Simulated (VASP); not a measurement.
A convergence study with VASP on Eu (space group Im-3m): a few settings are varied, all else stays as given below, so the limit is that of these other settings.

```
CELL_PARAMETERS angstrom
     -2.27855     2.27855     2.27855
      2.27855    -2.27855     2.27855
      2.27855     2.27855    -2.27855
ATOMIC_POSITIONS crystal
  Eu 0.00000 0.00000 0.00000
```
Starting moments (μB, in the order of the record's atoms Eu): 7.0.

Calculation: PBE GGA, VASP's PBE PAW potentials (set 64) (plane waves; VASP). The last row used: 300 eV cut-off, 10×10×10 Γ-centred mesh, Gaussian smearing of 0.10 eV, potentials Eu.

| setting | E (eV/atom) | pressure (GPa) | moment (μB) | irreducible k-points |
|---|---|---|---|---|
| NBANDS = 11 | -10.3006 | -2.04 | 5.000 | 47 |
| NBANDS = 12 | -11.3171 | -3.47 | 7.000 | 47 |
| NBANDS = 13 | … | -3.47 | … | 47 |
| NBANDS = 15 | -11.3416 | -3.42 | 7.392 | 47 |
| NBANDS = 19 | -11.3416 | -3.44 | 7.392 | 47 |
| NBANDS = 25 | -11.3416 | -3.44 | 7.392 | 47 |
| NBANDS = 41 | -11.3416 | -3.44 | … | 47 |

Q: Fill in the missing entries.

A: 
- NBANDS = 13, E (eV/atom): -11.3414
- NBANDS = 13, moment (μB): 7.368
- NBANDS = 41, moment (μB): 7.391

VASP warned of too few bands at NBANDS = 11; NBANDS = 12; NBANDS = 13.

Left out are rungs that failed or repeat a setting and relaxations that didn't move; long series are thinned to 24 rows.

The structure is a typed Eu crystal (space group no. 229). The cell was not relaxed at this level. The spin order is the one that the start imposed; others were not tried in this run. VASP warned that the highest band is occupied, so more bands are needed.
